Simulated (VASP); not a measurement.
An input for Quantum ESPRESSO's pw.x (written as the equivalent of a VASP run, and not itself run):

```
&CONTROL
  calculation = 'vc-relax'
  pseudo_dir = './pseudo'
  outdir = './out'
  tprnfor = .true.
  tstress = .true.
  nstep = 60
  forc_conv_thr = 0.00039
/
&SYSTEM
  ibrav = 0
  nat = 2
  ntyp = 2
  ecutwfc = 74
  occupations = 'smearing'
  smearing = 'gaussian'
  degauss = 0.003675
  input_dft = 'pbesol'
/
&ELECTRONS
  conv_thr = 7.3e-08
  electron_maxstep = 100
/
&IONS
/
&CELL
/
ATOMIC_SPECIES
  K 39.098 K.upf
  I 126.904 I.upf
CELL_PARAMETERS angstrom
     0.0000000    3.6936000    3.6936000
     3.6936000    0.0000000    3.6936000
     3.6936000    3.6936000    0.0000000
ATOMIC_POSITIONS crystal
  K    0.0000000  0.0000000  0.0000000
  I    0.5000000  0.5000000  0.5000000
K_POINTS automatic
  6 6 6 0 0 0
```

Q: Write the VASP files for the same calculation (PBEsol).

A: This is not unique; one that fits is 
File KPOINTS:
```
Automatic mesh
0
Gamma
6 6 6
0 0 0
```

**POSCAR**
```
KI
1
    0.0000000000     3.6936000000     3.6936000000
    3.6936000000     0.0000000000     3.6936000000
    3.6936000000     3.6936000000     0.0000000000
K I
1 1
Direct
  0.0000000000   0.0000000000   0.0000000000
  0.5000000000   0.5000000000   0.5000000000
```

**INCAR**
```
# general
SYSTEM  = KI
PREC    = Accurate
ENCUT   = 400
LREAL   = F
LASPH   = T

# electronic loop
EDIFF   = 1E-6
NELM    = 100
ALGO    = Normal
LMAXMIX = 4

# smearing
ISMEAR  = 0
SIGMA   = 0.05

# functional
GGA     = PS

# ions
IBRION  = 2
NSW     = 60
ISIF    = 3
EDIFFG  = -0.01

# output
LWAVE   = F
LCHARG  = F
```

POTCAR, in this order: K_sv I (PBE.64 set). Program: vasp_std.

What does not carry over: the potentials are each code's own (VASP's PAW set, PseudoDojo norm-conserving files in pw.x), so ENCUT and ecutwfc are chosen apart and not converted; conv_thr bounds pw.x's estimated SCF error, while EDIFF bounds the energy change between steps; forc_conv_thr acts on force components and is met together with etot_conv_thr.

The structure was generated: KI was put into the rock salt type (Fm-3m), which need not be its known phase. This run relaxes it. Symmetry was kept, so distortions that lower it aren't found.
